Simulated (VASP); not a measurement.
```yaml
crystal:
  lattice:
    - [0.00000, 2.86608, 2.86608]
    - [2.86608, 0.00000, 2.86608]
    - [2.86608, 2.86608, 0.00000]
  atoms:
    - { symbol: K, position: [0.00000, 0.00000, 0.00000] }
    - { symbol: Br, position: [0.50000, 0.50000, 0.50000] }
```

These are PBE GGA, VASP's PBE PAW potentials (set 64) (plane waves; VASP) values and carry that method's errors. Settings: 500 eV cut-off, 8×8×8 Γ-centred mesh, Gaussian smearing of 0.050 eV, potentials K_sv Br.

Task: Estimate the energy per atom (σ→0), pressure, band gap (on the k-mesh) with the smallest direct gap where there is one.

Result: 
The band gap (on the k-mesh) is 4.88 eV. The smallest direct gap (on the k-mesh) is 5.29 eV and the energy per atom (σ→0) is -2.547 eV/atom. The pressure comes out as 20.04 GPa.

The absolute energy has meaning only against runs of the same code, potentials and settings.

The compound is KBr in the rock salt structure. It was relaxed first under an external pressure of 20 GPa.
